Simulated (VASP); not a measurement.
Data:

```
Rb
1.0
   -2.81068     2.81068     2.81068
    2.81068    -2.81068     2.81068
    2.81068     2.81068    -2.81068
Rb
1
Cartesian
  0.00000   0.00000   0.00000
```

The numbers are results of PBE GGA with D3 dispersion (zero damping), VASP's PBE PAW potentials (set 64) (plane waves; VASP), not measurements. Run with 520 eV cut-off, 10×10×10 Γ-centred mesh, tetrahedra with Blöchl corrections, potentials Rb_sv.

Task: What does the run give for the energy per atom (σ→0), band gap (on the k-mesh) with the smallest direct gap where there is one?

Result: 
```json
{
  "band gap (on the k-mesh)": "none (metal, semimetal or under 0.01 eV)",
  "energy per atom (σ→0)": "-1.064 eV/atom"
}
```

Only differences to runs with the same potentials and settings are physical.

The compound is Rb in the bcc structure. It was relaxed first.
